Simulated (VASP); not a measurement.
Calculation: r2SCAN meta-GGA, VASP's PBE PAW potentials (set 64) (plane waves; VASP 6.6.1).

VASP input:

INCAR:
```
# general
SYSTEM   =  K
PREC     =  Accurate
ENCUT    =  400
LREAL    =  .FALSE.
LASPH    =  .TRUE.

# electronic loop
EDIFF    =  1E-6
NELM     =  100
ALGO     =  Normal
LMIXTAU  =  .TRUE.

# smearing
ISMEAR   =  1
SIGMA    =  0.1

# functional
METAGGA  =  R2SCAN

# ions
IBRION   =  2
NSW      =  60
ISIF     =  3
EDIFFG   =  -0.01

# output
LWAVE    =  .FALSE.
LCHARG   =  .FALSE.
```

KPOINTS:
```
Automatic mesh
0
Gamma
9 9 9
0 0 0
```

### POSCAR
```
K
1
   -2.6699986252     2.6699986252     2.6699986252
    2.6699986252    -2.6699986252     2.6699986252
    2.6699986252     2.6699986252    -2.6699986252
K
1
Direct
  0.0000000000   0.0000000000   0.0000000000
```

POTCAR, in this order: K_sv (PBE.64 set). Program: vasp_std.

Problem. Predict the energy per atom (σ→0), band gap (on the k-mesh).

Solution. 
| Property | Value |
|---|---|
| energy per atom (σ→0) | -6.015 eV/atom |
| band gap (on the k-mesh) | none (metal, semimetal or under 0.01 eV) |

**OSZICAR**
```
...
DAV:  26    -0.601480085678E+01   -0.38814E-04   -0.29280E-04   560   0.191E-01    0.618E-02
DAV:  27    -0.601482820396E+01   -0.27347E-04   -0.91612E-05   560   0.959E-02    0.343E-02
DAV:  28    -0.601490455253E+01   -0.76349E-04   -0.39185E-05   680   0.815E-02    0.184E-02
DAV:  29    -0.601481551312E+01    0.89039E-04   -0.50582E-05   592   0.712E-02    0.134E-02
DAV:  30    -0.601481233307E+01    0.31801E-05   -0.87438E-06   664   0.356E-02    0.126E-02
DAV:  31    -0.601478390259E+01    0.28430E-04   -0.20876E-05   576   0.452E-02    0.110E-02
DAV:  32    -0.601478374236E+01    0.16023E-06   -0.38265E-06   576   0.232E-02
   1 F= -.60147837E+01 E0= -.60147054E+01  d E =-.601478E+01
```

The compound is K in the bcc structure. It was relaxed first. The start is the result of an earlier pass.
